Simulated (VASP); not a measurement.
An input for Quantum ESPRESSO's pw.x (written as the equivalent of a VASP run, and not itself run):

```
&CONTROL
  calculation = 'vc-relax'
  pseudo_dir = './pseudo'
  outdir = './out'
  tprnfor = .true.
  tstress = .true.
  nstep = 60
  forc_conv_thr = 0.00039
/
&SYSTEM
  ibrav = 0
  nat = 2
  ntyp = 1
  ecutwfc = 84
  occupations = 'smearing'
  smearing = 'methfessel-paxton'
  degauss = 0.00735
  input_dft = 'pbe'
  vdw_corr = 'grimme-d3'
  dftd3_version = 3
  dftd3_threebody = .false.
/
&ELECTRONS
  conv_thr = 7.3e-08
  electron_maxstep = 100
/
&IONS
/
&CELL
/
ATOMIC_SPECIES
  Mg 24.305 Mg.upf
CELL_PARAMETERS angstrom
     1.5847534   -2.7448738    0.0000000
     1.5847534    2.7448738    0.0000000
    -0.0000000    0.0000000    5.0526398
ATOMIC_POSITIONS crystal
  Mg   0.3333330  0.6666670  0.2500000
  Mg   0.6666670  0.3333330  0.7500000
K_POINTS automatic
  12 12 7 0 0 0
```

Problem. Translate this input to VASP (INCAR, KPOINTS, POSCAR, choice of POTCAR).

Solution. One answer among several that fit: 
**POSCAR**
```
Mg
1
    1.5847533818    -2.7448738112     0.0000000000
    1.5847533818     2.7448738112     0.0000000000
   -0.0000000000     0.0000000000     5.0526397841
Mg
2
Direct
  0.3333330000   0.6666670000   0.2500000000
  0.6666670000   0.3333330000   0.7500000000
```

### INCAR
```
# general
SYSTEM=Mg
PREC  =Accurate
ENCUT =520
LREAL =.False.
LASPH =.True.

# electronic loop
EDIFF =1E-6
NELM  =100
ALGO  =Normal

# smearing
ISMEAR=1
SIGMA =0.1

# functional
GGA   =PE
IVDW  =11

# ions
IBRION=2
NSW   =60
ISIF  =3
EDIFFG=-0.01

# output
LWAVE =.False.
LCHARG=.False.
```

### KPOINTS
```
Regular mesh
0
Gamma
  12 12 7
```

POTCAR, in this order: Mg (PBE.64 set). Program: vasp_std.

Limits of the translation: the potentials are each code's own (VASP's PAW set, PseudoDojo norm-conserving files in pw.x), so ENCUT and ecutwfc are chosen apart and not converted; conv_thr bounds pw.x's estimated SCF error, while EDIFF bounds the energy change between steps; forc_conv_thr acts on force components and is met together with etot_conv_thr.

The compound is Mg in the hcp structure. It was relaxed first, which changed the volume by -5 %. The start is the result of an earlier pass.
